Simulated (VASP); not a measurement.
VASP, PAW. Band gap of AgBr (rock salt) (no spin-orbit coupling).

| level | band gap (eV) |
|---|---|
| PBEsol (own cell) | 0.50 |
| PBE (own cell) | 0.69 |

Q: Estimate the band gap from PBE0 (PBE cell), LDA (own cell), B3LYP (PBE cell).

A: 
The PBE0 (PBE cell) comes out as 2.68 eV and the LDA (own cell) comes out as 0.42 eV. The B3LYP (PBE cell) is 2.33 eV.

Only levels that ran to the end are used. Left out are those held back, those with too coarse a band path, GW runs whose mesh misses a band edge, hybrids' fits of cells that aren't cubic and levels without matching references; a question may draw on a part of the rest.

The compound is AgBr in the rock salt structure.
